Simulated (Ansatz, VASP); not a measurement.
# Co: VASP beside Ansatz, part 2 of 2

Wanted: the spread between two codes on one cell, functional and k mesh. The cell is a member of a volume series, scaled by 0.98 from a relaxed one, so a pressure remains. Valence electrons are named where the data sets of a main pair hold unlike numbers.

VASP 6.6.1 and Ansatz 0.2.0.

So far: The structure; Ansatz: zone-centre phonons, LDA, volume scaled by 0.98.

## Step 3: VASP: zone-centre phonons, LDA, volume scaled by 0.98

Level of this step: LDA, spin-polarised from a ferromagnetic start; plane waves and PAW (Co) (VASP).

The same cell, functional (in two slightly different forms), mesh and smearing now go to VASP, with its own data sets.

Lines of VASP's logs that name or quote its potential files are left out, and so is its time.

The input, INCAR:

```
SYSTEM = Co
PREC = Accurate
ENCUT = 500
EDIFF = 1E-08
NELM = 100
ISMEAR = 0
SIGMA = 0.05
LREAL = .FALSE.
ALGO = Normal
GGA = CA
NBANDS = 19
ISPIN = 2
MAGMOM = 2 2
LASPH = .TRUE.
LMAXMIX = 4
LORBIT = 11
LWAVE = .FALSE.
LCHARG = .FALSE.
KPAR = 4
IBRION = 8
ISIF = 2
```

The input, POSCAR:

```
Co
1.0
    2.4116362695      0.0000000000      0.0000000000
   -1.2058181348      2.0885382743      0.0000000000
    0.0000000000      0.0000000000      3.8828675191
Co
2
Direct
    0.3333333300      0.6666666700      0.2500000000
    0.6666666700      0.3333333300      0.7500000000
```

The input, KPOINTS:

```
Automatic mesh
0
Gamma
24 24 14
0 0 0
```

The projector-augmented-wave data sets are Co (LDA family, release 64).

Command:

```
$ mpirun -np 4 vasp_std
```

Numbers of over 12 decimals in the logs are rounded to 6 here.

What it wrote:

```text
[banner, memory and clock lines left out]
running    4 mpi-ranks, on    1 nodes
 distrk:  each k-point on    1 cores,    4 groups
 distr:  one band on    1 cores,    1 groups

 POSCAR found type information on POSCAR Co
 POSCAR found :  1 types and       2 ions
 LDA part: xc-table for (Slater(with rela. corr.)+CA(PZ))
 , standard interpolation
 POSCAR, INCAR and KPOINTS ok, starting setup
 FFT: planning ... GRIDC
 FFT: planning ... GRID_SOFT
 FFT: planning ... GRID
 WAVECAR not read
 entering main loop
       N       E                     dE             d eps       ncg     rms          rms(c)
DAV:   1     0.793161398183E+02    0.79316E+02   -0.79224E+03 39520   0.127E+03
DAV:   2    -0.144489844348E+02   -0.93765E+02   -0.84631E+02 37436   0.222E+02
DAV:   3    -0.184374330052E+02   -0.39884E+01   -0.38344E+01 40985   0.566E+01
DAV:   4    -0.184989057690E+02   -0.61473E-01   -0.61429E-01 46129   0.610E+00
DAV:   5    -0.185005488217E+02   -0.16431E-02   -0.16429E-02 42870   0.925E-01    0.173E+01
DAV:   6    -0.166160462897E+02    0.18845E+01   -0.72992E+00 40949   0.587E+01    0.681E+00
DAV:   7    -0.162957479180E+02    0.32030E+00   -0.10692E+00 43983   0.204E+01    0.415E+00
DAV:   8    -0.162637827325E+02    0.31965E-01   -0.12076E-02 56909   0.114E+00    0.198E+00
DAV:   9    -0.162473500151E+02    0.16433E-01   -0.19340E-03 63173   0.867E-01    0.454E-01
DAV:  10    -0.162465712732E+02    0.77874E-03   -0.37374E-04 47711   0.223E-01    0.837E-02
DAV:  11    -0.162465403654E+02    0.30908E-04   -0.14765E-05 56345   0.419E-02    0.343E-02
DAV:  12    -0.162465344929E+02    0.58725E-05   -0.38772E-06 47302   0.194E-02    0.161E-02
DAV:  13    -0.162465343577E+02    0.13519E-06   -0.85056E-07 56222   0.102E-02    0.460E-03
DAV:  14    -0.162465342027E+02    0.15498E-06   -0.89132E-08 46098   0.379E-03    0.122E-03
DAV:  15    -0.162465341812E+02    0.21467E-07   -0.73237E-09 23044   0.114E-03    0.146E-03
DAV:  16    -0.162465341847E+02   -0.34827E-08   -0.16791E-09 20818   0.648E-04
   1 F= -.16246534E+02 E0= -.16245560E+02  d E =-.194821E-02  mag=     2.9525
 Linear response reoptimize wavefunctions to high precision
DAV:   1    -0.162465341842E+02    0.46361E-09   -0.33515E-10 22531   0.141E-04
DAV:   2    -0.162465341842E+02    0.72760E-11   -0.70053E-11 20401   0.765E-05
 Linear response DOF=           2
 Linear response progress:
  Degree of freedom:   1/  2
       N       E                     dE             d eps       ncg     rms          rms(c)
RMM:   1    -0.160250866393E+00   -0.16025E+00   -0.11729E-01261174   0.241E+00
RMM:   2    -0.157610236919E+00    0.26406E-02   -0.52570E-03278645   0.731E-01    0.498E-01
RMM:   3    -0.156943554492E+00    0.66668E-03   -0.19330E-03296017   0.282E-01    0.237E-01
RMM:   4    -0.156852079899E+00    0.91475E-04   -0.18647E-04315980   0.884E-02    0.613E-02
RMM:   5    -0.156698257090E+00    0.15382E-03   -0.19358E-04310752   0.896E-02    0.322E-02
RMM:   6    -0.156721749539E+00   -0.23492E-04   -0.14929E-05322843   0.353E-02    0.537E-02
RMM:   7    -0.156714910798E+00    0.68387E-05   -0.31859E-06280513   0.200E-02    0.590E-03
RMM:   8    -0.156702570107E+00    0.12341E-04   -0.60843E-07344493   0.507E-03    0.311E-03
RMM:   9    -0.156690951479E+00    0.11619E-04   -0.75211E-08341643   0.175E-03    0.784E-04
RMM:  10    -0.156689577102E+00    0.13744E-05    0.50479E-08359113   0.788E-04    0.257E-04
RMM:  11    -0.156688745831E+00    0.83127E-06   -0.21445E-08357427   0.285E-04    0.112E-04
RMM:  12    -0.156687916315E+00    0.82952E-06    0.87920E-08360834   0.119E-04    0.397E-05
RMM:  13    -0.156687769568E+00    0.14675E-06    0.35968E-08372135   0.663E-05    0.158E-05
RMM:  14    -0.156687745383E+00    0.24184E-07    0.63776E-09370093   0.468E-05    0.734E-06
RMM:  15    -0.156687736792E+00    0.85912E-08   -0.18417E-09367266   0.409E-05    0.296E-06
 first order change of Fermi-energy   0.20499E-05
 force on displaced ion       1 direction 1 :  -3.395   0.001   0.000
 Linear response progress:
  Degree of freedom:   2/  2
       N       E                     dE             d eps       ncg     rms          rms(c)
RMM:   1    -0.187645800146E+00   -0.18765E+00   -0.15295E-01 88981   0.260E+00
RMM:   2    -0.178984606597E+00    0.86612E-02   -0.65655E-03 86988   0.980E-01    0.505E-01
RMM:   3    -0.178997030760E+00   -0.12424E-04   -0.27447E-03 99092   0.334E-01    0.243E-01
RMM:   4    -0.179077646167E+00   -0.80615E-04   -0.26006E-04104997   0.981E-02    0.914E-02
RMM:   5    -0.179388601518E+00   -0.31096E-03   -0.11509E-04 86013   0.101E-01    0.242E-01
RMM:   6    -0.179294917461E+00    0.93684E-04   -0.15064E-04 97002   0.959E-02    0.183E-02
RMM:   7    -0.179334229984E+00   -0.39313E-04   -0.20348E-05112113   0.275E-02    0.706E-03
RMM:   8    -0.179322789180E+00    0.11441E-04    0.14373E-07114990   0.665E-03    0.333E-03
RMM:   9    -0.179313168162E+00    0.96210E-05   -0.37256E-07115830   0.185E-03    0.156E-03
RMM:  10    -0.179310143652E+00    0.30245E-05   -0.16827E-07113945   0.890E-04    0.226E-04
RMM:  11    -0.179310055636E+00    0.88015E-07   -0.10167E-07121893   0.301E-04    0.896E-05
RMM:  12    -0.179309777929E+00    0.27771E-06    0.56634E-08118425   0.118E-04    0.497E-05
RMM:  13    -0.179309321401E+00    0.45653E-06    0.26289E-08121891   0.689E-05    0.120E-05
RMM:  14    -0.179309293492E+00    0.27909E-07    0.42808E-08118970   0.500E-05    0.434E-06
RMM:  15    -0.179309323068E+00   -0.29576E-07    0.29162E-08123646   0.428E-05    0.160E-06
RMM:  16    -0.179309321101E+00    0.19674E-08    0.31436E-08120996   0.396E-05    0.886E-07
 first order change of Fermi-energy   0.38970E-03
 force on displaced ion       1 direction 3 :  -0.000  -0.000 -10.580
 Linear response finished
```

OUTCAR, selected parts (step 3):

```text
ion  position               nearest neighbor table
   1  0.333  0.667  0.250-   2 2.39   2 2.39   2 2.39   2 2.39   2 2.39   2 2.39
   2  0.667  0.333  0.750-   1 2.39   1 2.39   1 2.39   1 2.39   1 2.39   1 2.39

  LATTYP: Found a hexagonal cell.
 ALAT       =     2.4116362695
 C/A-ratio  =     1.6100552012

 Subroutine GETGRP returns: Found 24 space group operations
 (whereof 12 operations were pure point group operations)

The static configuration has the point symmetry D_3d.
 The point group associated with its full space group is D_6h.

 Found    488 irreducible k-points:

   k-points           NKPTS =    488   k-points in BZ     NKDIM =    488   number of bands    NBANDS=     19

   dimension x,y,z NGX =    18 NGY =   18 NGZ =   28
   dimension x,y,z NGXF=    36 NGYF=   36 NGZF=   56

   ENCUT  =  500.0 eV  36.75 Ry    6.06 a.u.   4.40  4.40  7.08*2*pi/ulx,y,z

   NELECT =      18.0000    total number of electrons

 k-points in reciprocal lattice and weights: Automatic mesh
   0.00000000  0.00000000  0.00000000       0.000
   0.04166667  0.00000000  0.00000000       0.001
   0.08333333 -0.00000000  0.00000000       0.001
   0.12500000  0.00000000  0.00000000       0.001
   0.16666667  0.00000000  0.00000000       0.001
   0.20833333  0.00000000  0.00000000       0.001
   0.25000000  0.00000000  0.00000000       0.001
   0.29166667  0.00000000  0.00000000       0.001
   0.33333333  0.00000000  0.00000000       0.001
[...]
0.33333333  0.29166667  0.50000000       0.001
   0.33333333  0.33333333  0.50000000       0.000

 average (electrostatic) potential at core
       1 -76.7476       2 -76.7476

  Total        0.6709498      0.6709498      0.6922052     -0.0000000      0.0000000      0.0000000
  in kB       54.9659596     54.9659596     56.7072528     -0.0000000      0.0000000      0.0000000
  external PRESSURE =      55.5463907 kB  Pullay stress =       0.0000000 kB

  energy-cutoff  :      500.00
  volume of cell :       19.56
      direct lattice vectors                 reciprocal lattice vectors
     2.411636270  0.000000000  0.000000000     0.414656228  0.239401885  0.000000000
    -1.205818135  2.088538274  0.000000000     0.000000000  0.478803770  0.000000000
     0.000000000  0.000000000  3.882867519     0.000000000  0.000000000  0.257541622

 POSITION                                       TOTAL-FORCE (eV/Angst)
 -----------------------------------------------------------------------------------
     -0.00000      1.39236      0.97072        -0.000000      0.000000      0.000000
      1.20582      0.69618      2.91215         0.000000     -0.000000      0.000000
 -----------------------------------------------------------------------------------
    total drift:                                0.000000     -0.000000     -0.000000

 Eigenvectors and eigenvalues of the dynamical matrix
 ----------------------------------------------------

   1 f  =    9.367649 THz    58.858677 2PiTHz  312.471148 cm-1    38.741467 meV
             X         Y         Z           dx          dy          dz
     -0.000000  1.392359  0.970717     0.000000    0.000000    0.707107
      1.205818  0.696179  2.912151     0.000000    0.000000   -0.707107

   2 f  =    5.306542 THz    33.341987 2PiTHz  177.007189 cm-1    21.946085 meV
             X         Y         Z           dx          dy          dz
     -0.000000  1.392359  0.970717    -0.077136    0.702887    0.000000
      1.205818  0.696179  2.912151     0.077136   -0.702887    0.000000

   3 f  =    5.306542 THz    33.341987 2PiTHz  177.007189 cm-1    21.946085 meV
             X         Y         Z           dx          dy          dz
     -0.000000  1.392359  0.970717    -0.702887   -0.077136    0.000000
      1.205818  0.696179  2.912151     0.702887    0.077136    0.000000

   4 f  =    0.000000 THz     0.000000 2PiTHz    0.000002 cm-1     0.000000 meV
             X         Y         Z           dx          dy          dz
     -0.000000  1.392359  0.970717     0.632817    0.315504    0.000000
      1.205818  0.696179  2.912151     0.632817    0.315504    0.000000

   5 f  =    0.000000 THz     0.000000 2PiTHz    0.000000 cm-1     0.000000 meV
             X         Y         Z           dx          dy          dz
     -0.000000  1.392359  0.970717     0.000000    0.000000    0.707107
      1.205818  0.696179  2.912151     0.000000    0.000000    0.707107

   6 f/i=    0.000000 THz     0.000000 2PiTHz    0.000001 cm-1     0.000000 meV
             X         Y         Z           dx          dy          dz
     -0.000000  1.392359  0.970717     0.315504   -0.632817    0.000000
      1.205818  0.696179  2.912151     0.315504   -0.632817    0.000000

 ELASTIC MODULI CONTR FROM IONIC RELAXATION (kBar)
 Direction    XX          YY          ZZ          XY          YZ          ZX
 --------------------------------------------------------------------------------
 XX        -262.4547    262.4547      0.0000      0.0000      0.0000     -0.0000
 YY         262.4547   -262.4547      0.0000      0.0000      0.0000      0.0000
 ZZ           0.0000      0.0000      0.0000      0.0000      0.0000      0.0000
 XY           0.0000      0.0000      0.0000   -262.4547      0.0000     -0.0000
 YZ           0.0000      0.0000      0.0000      0.0000      0.0000      0.0000
 ZX          -0.0000      0.0000      0.0000     -0.0000      0.0000     -0.0000
 --------------------------------------------------------------------------------

 magnetization (x)
# of ion       s       p       d       tot
------------------------------------------
    1       -0.014  -0.040   1.520   1.467
    2       -0.014  -0.040   1.520   1.467
--------------------------------------------------
tot         -0.027  -0.080   3.040   2.933
```

Energies printed during the response cycles are not total energies of the cell.

## Step 4: Comparison

Known differences besides the potentials themselves: the two LDA forms differ slightly; the data sets hold 34 valence electrons in Ansatz (on its default PAW (the set named soft_2) files) and 18 in VASP; the cutoff is 420 eV in Ansatz and 500 eV in VASP; VASP's log shows a relativistic correction to its local exchange, Ansatz's none; site moments are counted in spheres of each program's own size. Total energies have different zeros and are not compared.

The two programs side by side:

```csv
quantity,Ansatz,VASP,difference
total moment (μB),2.99,2.95,+0.04
moment on Co1 (μB),1.54,1.47,+0.07
moment on Co2 (μB),1.54,1.47,+0.07
optical mode 1 to 2 (cm⁻¹),176.2,177.0,-0.46 %
optical mode 3 (cm⁻¹),313.6,312.5,+0.35 %
```

Modes are paired by rising frequency, not by their patterns, so a pair may set unlike modes beside each other; they are those without the splitting of longitudinal modes.

## Step 5: Outcome

```json
{
 "r.m.s. difference of the optical zone-centre modes, each program's sorted by frequency (zone-centre phonons, LDA, volume scaled by 0.98)": "0.91 cm⁻¹"
}
```

In words: The r.m.s. difference of the optical zone-centre modes, each program's sorted by frequency is 0.91 cm⁻¹ (zone-centre phonons, LDA, volume scaled by 0.98). The data sets hold unlike numbers of valence electrons (34 in Ansatz and 18 in VASP), so part of the differences comes from the potentials. 1 further run of this series is not shown here. How closely two codes agree says nothing of how well the functional describes the real material.

[Lines on the potential files, build, host, timing and source positions are cut from VASP's logs without a mark.]

[Logs are printed without paths, hosts, clocks, repeated set-up lines and the standing remarks that a program may print on its own settings, such as how far it seeks lower states.]

[Hosts, paths, dates, database ids (printed as entryN), source tags and the programs' standing remarks are cut or masked in the printed files.]
